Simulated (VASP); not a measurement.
Given:

```yaml
crystal:
  lattice:
    - [0.00000, 2.77205, 2.77205]
    - [2.77205, 0.00000, 2.77205]
    - [2.77205, 2.77205, 0.00000]
  atoms:
    - { symbol: Mg, position: [0.00000, 0.00000, 0.00000] }
    - { symbol: Se, position: [0.50000, 0.50000, 0.50000] }
```

These are optB88-vdW, VASP's PBE PAW potentials (set 64) (plane waves; VASP) values and carry that method's errors. Run with 520 eV cut-off, 8×8×8 Γ-centred mesh, Gaussian smearing of 0.050 eV, potentials Mg Se.

**Question.** The job: MgSe (rock salt), 2 atoms, optB88-vdW, static run, 520 eV, 8×8×8 Γ-centred mesh. Roughly how much core time does it take on a busy server core?

**Answer.** About 30 core-seconds (one run on a shared machine, a rough figure). It had 29 irreducible k-points, 8 bands, up to 1174 plane waves and 13 electronic steps.

The compound is MgSe in the rock salt structure. This cell is one point of a volume scan, at 1.03 of the reference volume.
